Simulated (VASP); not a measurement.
Input:

```xyz
2
Lattice="4.3865 0.0000 0.0000 0.0000 4.3865 0.0000 0.0000 0.0000 4.3865" Properties=species:S:1:pos:R:3 pbc="T T T"
Cs     0.0000     0.0000     0.0000
Br     2.1932     2.1932     2.1932
```

Method: PBE GGA, VASP's PBE PAW potentials (set 64) (plane waves; VASP). Numerical set-up: 480 eV cut-off, 6×6×6 Γ-centred mesh, Gaussian smearing of 0.050 eV, potentials Cs_sv Br.

Each relaxation starts from this cell; other phases were not tried.

Question: The cell is relaxed at 1 GPa. What happens?

Answer: The volume per atom goes from 42.20 to 39.65 Å³ (-6.0 %), and the cell becomes a = 4.2964 Å, b = 4.2964 Å, c = 4.2964 Å, α = 90.00°, β = 90.00°, γ = 90.00°, space group Pm-3m. The gap on the mesh goes from 4.25 to 4.49 eV.

Question: The cell is relaxed at 15 GPa. What happens?

Answer: The volume per atom goes from 42.20 to 27.87 Å³ (-34.0 %), and the cell becomes a = 3.820 Å, b = 3.820 Å, c = 3.820 Å, α = 90.00°, β = 90.00°, γ = 90.00°, space group Pm-3m. The gap on the mesh goes from 4.25 to 4.02 eV.

Failed runs are left out, and for metals the shear rows, which the mesh's noise covers.

The compound is CsBr in the CsCl type structure.
